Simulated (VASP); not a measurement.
Calculation: PBE GGA, VASP's PBE PAW potentials (set 64) (plane waves; VASP).

A VASP calculation is set up with these files.

**KPOINTS**
```
Automatic mesh
0
Gamma
12 12 12
0 0 0
```

POSCAR:
```
BN
1
    0.0000000000     1.8127176363     1.8127176363
    1.8127176363    -0.0000000000     1.8127176363
    1.8127176363     1.8127176363    -0.0000000000
B N
1 1
Direct
  0.0000000000   0.0000000000   0.0000000000
  0.2500000000   0.2500000000   0.2500000000
```

INCAR:
```
ALGO=Normal   # blocked Davidson
LASPH=T   # aspherical one-centre terms
PREC=Accurate
SIGMA=0.05   # width (eV)
ENCUT=600
LWAVE=F
ISIF=2   # forces and stress, cell fixed
ISMEAR=0
SYSTEM=BN
GGA=PE   # PBE
LCHARG=F
NELM=100
LREAL=F
EDIFF=1E-7
```

POTCAR, in this order: B N (PBE.64 set). Program: vasp_std.

Output of the run:

OSZICAR:
```
       N       E                     dE             d eps       ncg     rms          rms(c)
DAV:   1     0.130745670002E+02    0.13075E+02   -0.55796E+03  1176   0.110E+03
DAV:   2    -0.181503824191E+02   -0.31225E+02   -0.30424E+02  1592   0.201E+02
DAV:   3    -0.184067949697E+02   -0.25641E+00   -0.25641E+00  1384   0.214E+01
DAV:   4    -0.184070624907E+02   -0.26752E-03   -0.26752E-03  1584   0.621E-01
DAV:   5    -0.184070625955E+02   -0.10480E-06   -0.10475E-06  1320   0.818E-03    0.663E+00
DAV:   6    -0.175393252680E+02    0.86774E+00   -0.34527E+00  1584   0.143E+01    0.324E+00
DAV:   7    -0.174687056279E+02    0.70620E-01   -0.88570E-02  1512   0.299E+00    0.188E+00
DAV:   8    -0.174543468319E+02    0.14359E-01   -0.41448E-02  1360   0.188E+00    0.188E-01
DAV:   9    -0.174545621244E+02   -0.21529E-03   -0.56144E-04  1216   0.262E-01    0.746E-02
DAV:  10    -0.174546381892E+02   -0.76065E-04   -0.13887E-04  1656   0.125E-01    0.156E-02
DAV:  11    -0.174546429748E+02   -0.47856E-05   -0.74004E-06  1320   0.277E-02    0.648E-03
DAV:  12    -0.174546429960E+02   -0.21167E-07   -0.13042E-06  1432   0.101E-02    0.452E-04
DAV:  13    -0.174546430156E+02   -0.19661E-07   -0.27291E-08   584   0.189E-03
   1 F= -.17454643E+02 E0= -.17454643E+02  d E =-.714737E-13
```

OUTCAR:
```
------------------------ aborting loop because EDIFF is reached ----------------------------------------
  FORCE on cell =-STRESS in cart. coord.  units (eV):
  Direction    XX          YY          ZZ          XY          YZ          ZX
  --------------------------------------------------------------------------------------
  Total       -0.0203225     -0.0203225     -0.0203225      0.0000000     -0.0000000      0.0000000
  in kB       -2.7331735     -2.7331735     -2.7331735      0.0000000     -0.0000000      0.0000000
  external PRESSURE =      -2.7331735 kB  Pullay stress =       0.0000000 kB
  volume of cell :       11.91
      direct lattice vectors                 reciprocal lattice vectors
     0.000000000  1.812717636  1.812717636    -0.275828949  0.275828949  0.275828949
     1.812717636  0.000000000  1.812717636     0.275828949 -0.275828949  0.275828949
     1.812717636  1.812717636  0.000000000     0.275828949  0.275828949 -0.275828949
  FREE ENERGIE OF THE ION-ELECTRON SYSTEM (eV)
  ---------------------------------------------------
  free  energy   TOTEN  =       -17.4546430156 eV

  energy  without entropy=      -17.4546430156  energy(sigma->0) =      -17.45464302
```
(Selected blocks of OUTCAR.)

The compound is BN in the zinc blende structure. It was relaxed first.
